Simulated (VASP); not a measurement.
All values below come from optB86b-vdW, VASP's PBE PAW potentials (set 64) (plane waves; VASP 6.6.1).

VASP ran on this input.

**KPOINTS**
```
Automatic mesh
0
Gamma
7 7 7
0 0 0
```

INCAR:
```
# general
SYSTEM   = CdF2
PREC     = Accurate
ENCUT    = 520
LREAL    = F   # projection in real space or not
LASPH    = T   # aspherical one-centre terms

# electronic loop
EDIFF    = 1E-7
NELM     = 100   # most electronic steps
ALGO     = Normal
LMAXMIX  = 4   # l cut-off of mixed one-centre charges

# smearing
ISMEAR   = 0   # Gaussian
SIGMA    = 0.05   # width (eV)

# functional
GGA      = MK
LUSE_VDW = T
AGGAC    = 0.0
PARAM1   = 0.1234
PARAM2   = 1.0

# ions
ISIF     = 2

# output
LWAVE    = F
LCHARG   = F
```

### POSCAR
```
CdF2
1
    0.0000000000     2.7683837125     2.7683837125
    2.7683837125     0.0000000000     2.7683837125
    2.7683837125     2.7683837125     0.0000000000
Cd F
1 2
Direct
  0.0000000000   0.0000000000   0.0000000000
  0.2500000000   0.2500000000   0.2500000000
  0.7500000000   0.7500000000   0.7500000000
```

POTCAR, in this order: Cd F (PBE.64 set). Program: vasp_std.

What VASP printed:

**OUTCAR**
```
 ion  position               nearest neighbor table
   1  0.000  0.000  0.000-   3 2.40   3 2.40   3 2.40   2 2.40   3 2.40   2 2.40   2 2.40   2 2.40
  LATTYP: Found a face centered cubic cell.
 ALAT       =     5.5367674250
 Subroutine PRICEL returns:
 Original cell was already a primitive cell.
 Subroutine GETGRP returns: Found 48 space group operations
The static configuration has the point symmetry O_h .
The dynamic configuration has the point symmetry O_h .
 Subroutine INISYM returns: Found 48 space group operations
 Subroutine IBZKPT returns following result:
 Found     20 irreducible k-points:

 Following reciprocal coordinates:
            Coordinates               Weight
  0.000000  0.000000  0.000000      1.000000
  0.142857  0.000000  0.000000      8.000000
  0.285714  0.000000  0.000000      8.000000
  0.428571  0.000000  0.000000      8.000000
  0.142857  0.142857  0.000000      6.000000
  0.285714  0.142857  0.000000     24.000000
  0.428571  0.142857  0.000000     24.000000
 -0.428571  0.142857  0.000000     24.000000
 -0.285714  0.142857  0.000000     24.000000
 -0.142857  0.142857  0.000000     12.000000
  0.285714  0.285714  0.000000      6.000000
  0.428571  0.285714  0.000000     24.000000
 -0.428571  0.285714  0.000000     24.000000
 -0.285714  0.285714  0.000000     12.000000
  0.428571  0.428571  0.000000      6.000000
 -0.428571  0.428571  0.000000     12.000000
  0.428571  0.285714  0.142857     24.000000
 -0.428571  0.285714  0.142857     48.000000
 -0.428571  0.428571  0.142857     24.000000
 -0.285714  0.428571  0.142857     24.000000
   k-points           NKPTS =     20   k-points in BZ     NKDIM =     20   number of bands    NBANDS=     17
   number of dos      NEDOS =    301   number of ions     NIONS =      3
   total plane-waves  NPLWV =  27000
   dimension x,y,z NGX =    30 NGY =   30 NGZ =   30
   dimension x,y,z NGXF=    60 NGYF=   60 NGZF=   60
   ions per type =               1   2
   PREC   = accura    normal or accurate (medium, high low for compatibility)
   ISTART =      0    job   : 0-new  1-cont  2-samecut
   ICHARG =      2    charge: 1-file 2-atom 10-const
   ISPIN  =      1    spin polarized calculation?
   LNONCOLLINEAR =      F non collinear calculations
   LSORBIT =      F    spin-orbit coupling
   INIWAV =      1    electr: 0-lowe 1-rand  2-diag
   ENCUT  =  520.0 eV  38.22 Ry    6.18 a.u.   7.28  7.28  7.28*2*pi/ulx,y,z
   NELM   =    100;   NELMIN=  2; NELMDL= -5     # of ELM steps
   EDIFF  = 0.1E-06   stopping-criterion for ELM
   LREAL  =      F    real-space projection
   NLSPLINE    = F    spline interpolate recip. space projectors
   LMAXMIX     =    4 max onsite mixed and CHGCAR
   VOSKOWN=      0    Vosko Wilk Nusair interpolation
   EDIFFG = 0.1E-05   stopping-criterion for IOM
   NSW    =      0    number of steps for IOM
   NBLOCK =      1;   KBLOCK =      1    inner block; outer block
   IBRION =     -1    ionic relax: 0-MD 1-quasi-New 2-CG
   NFREE  =      0    steps in history (QN), initial steepest desc. (CG)
   ISIF   =      2    stress and relaxation
   ISYM   =      2    0-nonsym 1-usesym 2-fastsym
   TEIN   =    0.0    initial temperature
   TEBEG  =    0.0;   TEEND  =   0.0 temperature during run
   SMASS  =  -3.00    Nose mass-parameter (am)
   PSTRESS=    0.0 pullay stress
   NELECT =      26.0000    total number of electrons
   EFERMI =   0.00;   METHOD = LEGACY
   ISMEAR =     0;   SIGMA  =   0.05  broadening in eV -4-tet -1-fermi 0-gaus
   IALGO  =     38    algorithm
   LDIAG  =      T    sub-space diagonalisation (order eigenvalues)
   IMIX   =      4    mixing-type and parameters
     AMIX     =   0.40;   BMIX     =  1.00
     AMIX_MAG =   1.60;   BMIX_MAG =  1.00
     AMIN     =   0.10
...
```

### OSZICAR
```
       N       E                     dE             d eps       ncg     rms          rms(c)
DAV:   1     0.202753215644E+03    0.20275E+03   -0.15998E+04   712   0.154E+03
DAV:   2     0.274589622134E+01   -0.20001E+03   -0.19473E+03   780   0.372E+02
DAV:   3    -0.572336720263E+01   -0.84693E+01   -0.84507E+01   727   0.855E+01
DAV:   4    -0.576894688746E+01   -0.45580E-01   -0.45574E-01   795   0.610E+00
DAV:   5    -0.576911671594E+01   -0.16983E-03   -0.16983E-03   717   0.331E-01    0.929E+00
DAV:   6    -0.396744949879E+01    0.18017E+01   -0.55012E+00   891   0.465E+01    0.662E+00
DAV:   7    -0.400356466247E+01   -0.36115E-01   -0.89983E-01   681   0.987E+00    0.385E+00
DAV:   8    -0.399103607180E+01    0.12529E-01   -0.20301E-01   721   0.437E+00    0.808E-01
DAV:   9    -0.397987027712E+01    0.11166E-01   -0.46206E-02   758   0.240E+00    0.126E-01
DAV:  10    -0.398032464556E+01   -0.45437E-03   -0.40288E-03   682   0.828E-01    0.132E-01
DAV:  11    -0.398041746308E+01   -0.92818E-04   -0.31998E-04   741   0.225E-01    0.614E-02
DAV:  12    -0.398043420859E+01   -0.16746E-04   -0.16453E-04   680   0.122E-01    0.151E-02
DAV:  13    -0.398043536796E+01   -0.11594E-05   -0.68972E-06   762   0.259E-02    0.997E-03
DAV:  14    -0.398043517592E+01    0.19203E-06   -0.18557E-06   687   0.216E-02    0.125E-03
DAV:  15    -0.398043519937E+01   -0.23444E-07   -0.10565E-07   561   0.403E-03
   1 F= -.39804352E+01 E0= -.39804352E+01  d E =-.419182E-21
```

**OUTCAR**
```
------------------------ aborting loop because EDIFF is reached ----------------------------------------
  FORCE on cell =-STRESS in cart. coord.  units (eV):
  Direction    XX          YY          ZZ          XY          YZ          ZX
  --------------------------------------------------------------------------------------
  Total       -1.3889611     -1.3889611     -1.3889611     -0.0000000     -0.0000000      0.0000000
  in kB      -52.4435158    -52.4435158    -52.4435158     -0.0000000     -0.0000000      0.0000000
  external PRESSURE =     -52.4435158 kB  Pullay stress =       0.0000000 kB
  volume of cell :       42.43
      direct lattice vectors                 reciprocal lattice vectors
     0.000000000  2.768383712  2.768383712    -0.180610801  0.180610801  0.180610801
     2.768383712  0.000000000  2.768383712     0.180610801 -0.180610801  0.180610801
     2.768383712  2.768383712  0.000000000     0.180610801  0.180610801 -0.180610801
 POSITION                                       TOTAL-FORCE (eV/Angst)
 -----------------------------------------------------------------------------------
      0.00000      0.00000      0.00000         0.000000      0.000000     -0.000000
      1.38419      1.38419      1.38419         0.000000      0.000000      0.000000
      4.15258      4.15258      4.15258        -0.000000     -0.000000     -0.000000
 -----------------------------------------------------------------------------------
    total drift:                                0.000000     -0.000000      0.000000
  FREE ENERGIE OF THE ION-ELECTRON SYSTEM (eV)
  ---------------------------------------------------
  free  energy   TOTEN  =        -3.9804351994 eV

  energy  without entropy=       -3.9804351994  energy(sigma->0) =       -3.98043520
```
(Selected blocks of OUTCAR.)

File OUTCAR:
```
 val. band max:       -2.1091960608   @ k =  -0.2857   0.4286   0.1429

 cond. band min:       0.6843699990   @ k =   0.0000   0.0000   0.0000


 Fermi energy:        -1.7797381889

 k-point     1 :       0.0000    0.0000    0.0000
  band No.  band energies     occupation
      1     -22.3271      2.00000
      2     -21.4170      2.00000
      3      -7.4544      2.00000
      4      -7.4544      2.00000
      5      -7.4544      2.00000
      6      -6.5684      2.00000
      7      -6.5684      2.00000
      8      -2.8427      2.00000
      9      -2.8427      2.00000
     10      -2.8427      2.00000
     11      -2.6336      2.00000
     12      -2.6336      2.00000
     13      -2.6336      2.00000
     14       0.6844      0.00000
     15      10.1673      0.00000
     16      10.1673      0.00000
     17      10.1673      0.00000

 k-point     2 :       0.1429    0.0000    0.0000
  band No.  band energies     occupation
      1     -22.2737      2.00000
      2     -21.4642      2.00000
      3      -7.3943      2.00000
      4      -7.3943      2.00000
      5      -7.2827      2.00000
      6      -6.5825      2.00000
      7      -6.5825      2.00000
      8      -3.4118      2.00000
      9      -2.9995      2.00000
     10      -2.9995      2.00000
     11      -2.7306      2.00000
     12      -2.5819      2.00000
     13      -2.5819      2.00000
     14       1.3858      0.00000
     15       9.2866      0.00000
     16      10.4244      0.00000
     17      10.4244      0.00000

 k-point     3 :       0.2857    0.0000    0.0000
  band No.  band energies     occupation
      1     -22.1337      2.00000
      2     -21.5872      2.00000
      3      -7.2727      2.00000
      4      -7.2727      2.00000
      5      -6.8506      2.00000
      6      -6.5807      2.00000
      7      -6.5807      2.00000
      8      -4.1361      2.00000
      9      -3.3106      2.00000
     10      -3.3106      2.00000
     11      -3.2856      2.00000
...
```

The compound is CdF2 in the fluorite structure. This cell is one point of a volume scan, at 1.06 of the reference volume.
